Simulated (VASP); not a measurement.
An input for Ansatz (written as the equivalent of a VASP run, and not itself run):

Ansatz 0.2 input:
```yaml
crystal:
  lattice:
    - [-1.4914862, 1.4914862, 1.4914862]
    - [1.4914862, -1.4914862, 1.4914862]
    - [1.4914862, 1.4914862, -1.4914862]
  atoms:
    - { symbol: V, position: [0.0000000, 0.0000000, 0.0000000] }
kpoints:
  mp_grid: { grid: [15, 15, 15] }
hamiltonian:
  xc: r2scan
  pseudopotentials: { kind: paw }
scf:
  occupations: { method: methfessel_paxton, width: 0.1 }
  max_iter: 100
relax:
  max_steps: 60
  f_tol: 0.01
  cell: {}
output: { forces: true, stress: true, eigenvalues: true }
```

Write the VASP files for the same calculation (r2SCAN).

One answer among several that fit: 
### POSCAR
```
V
1
   -1.4914862227     1.4914862227     1.4914862227
    1.4914862227    -1.4914862227     1.4914862227
    1.4914862227     1.4914862227    -1.4914862227
V
1
Direct
  0.0000000000   0.0000000000   0.0000000000
```

**KPOINTS**
```
Automatic mesh
0
Gamma
15 15 15
0 0 0
```

### INCAR
```
# general
SYSTEM  = V
PREC    = Accurate
ENCUT   = 480   # plane-wave cut-off (eV)
LREAL   = .FALSE.   # projection in real space or not
LASPH   = .TRUE.

# electronic loop
EDIFF   = 1E-6   # SCF stop (eV)
NELM    = 100   # most electronic steps
ALGO    = Normal
LMAXMIX = 4   # l cut-off of mixed one-centre charges
LMIXTAU = .TRUE.

# smearing
ISMEAR  = 1
SIGMA   = 0.1   # width (eV)

# functional
METAGGA = R2SCAN

# ions
IBRION  = 2   # conjugate gradients
NSW     = 60   # most ionic steps
ISIF    = 3
EDIFFG  = -0.01

# output
LWAVE   = .FALSE.
LCHARG  = .FALSE.
```

POTCAR, in this order: V_sv (PBE.64 set). Program: vasp_std.

What does not carry over: each code has its own PAW files, so the cut-off isn't converted (ENCUT is set for VASP's; basis.ecutwfc is left out, and Ansatz then takes the one that its files recommend); Ansatz stops its SCF on the density residual and VASP on the energy change (EDIFF).

The compound is V in the bcc structure. It was relaxed first. The start is the result of an earlier pass.
